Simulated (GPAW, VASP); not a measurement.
VASP input:

INCAR:
```
! general
SYSTEM  = LaNi2B2C
PREC    = Accurate
ENCUT   = 400   ! plane-wave cut-off (eV)
LREAL   = F   ! projection in real space or not
LASPH   = T

! electronic loop
EDIFF   = 1E-6   ! SCF stop (eV)
NELM    = 100   ! most electronic steps
ALGO    = Normal   ! blocked Davidson
LMAXMIX = 6   ! l cut-off of mixed one-centre charges

! smearing
ISMEAR  = -1   ! Fermi-Dirac
SIGMA   = 0.1

! ions
ISIF    = 2   ! forces and stress, cell fixed

! output
LWAVE   = F
LCHARG  = F
```

**KPOINTS**
```
Automatic mesh
0
Gamma
5 5 5
0 0 0
```

File POSCAR:
```
LaNi2B2C
1
   -1.8892050000     1.8892050000     4.9091950000
    1.8892050000    -1.8892050000     4.9091950000
    1.8892050000     1.8892050000    -4.9091950000
La Ni B C
1 2 2 1
Direct
  0.0000000000   0.0000000000   0.0000000000
  0.7500000000   0.2500000000   0.5000000000
  0.2500000000   0.7500000000   0.5000000000
  0.3481300000   0.3481300000   0.0000000000
  0.6518700000   0.6518700000   0.0000000000
  0.5000000000   0.5000000000   0.0000000000
```

POTCAR, in this order: La Ni B C (LDA.64 set). Program: vasp_std.

Q: Translate it to GPAW.

A: One input that does it (LDA (Perdew-Wang 92), GPAW PAW datasets LDA (gpaw-data 1.0.1)):
```
from ase import Atoms
from ase.units import GPa
from gpaw import GPAW, PW, FermiDirac

atoms = Atoms(['La', 'Ni', 'Ni', 'B', 'B', 'C'],
              cell=[[-1.889205, 1.889205, 4.909195],
                    [1.889205, -1.889205, 4.909195],
                    [1.889205, 1.889205, -4.909195]],
              scaled_positions=[[0.000000, 0.000000, 0.000000],
                                [0.750000, 0.250000, 0.500000],
                                [0.250000, 0.750000, 0.500000],
                                [0.348130, 0.348130, 0.000000],
                                [0.651870, 0.651870, 0.000000],
                                [0.500000, 0.500000, 0.000000]],
              pbc=True)

calc = GPAW(mode=PW(950),
            xc='LDA',
            kpts=(5, 5, 5),
            occupations=FermiDirac(0.1),
            nbands=-14,
            convergence={'forces': 0.001},
            symmetry={'symmorphic': False, 'tolerance': 0.0005},
            maxiter=100)

atoms.calc = calc

energy = atoms.get_potential_energy()
print('Energy (eV):', round(energy, 6))
forces = atoms.get_forces()
print('Forces (eV/Ang):')
print(forces.round(5))
stress = atoms.get_stress()
print('Stress (GPa, Voigt):', (stress / GPa).round(4))
```
Both are inputs of real runs that ended normally. What can't carry over is the choice of potentials or basis and its cut-off, and each code's defaults.

VASP's LDA is the Perdew-Zunger fit; the other code's may be Perdew-Wang, which differs slightly.

The structure comes from a computed database's LaNi2B2C entry (I4/mmm); how it stands against other phases isn't given here. The cell was not relaxed at this level, and it may have been scaled.
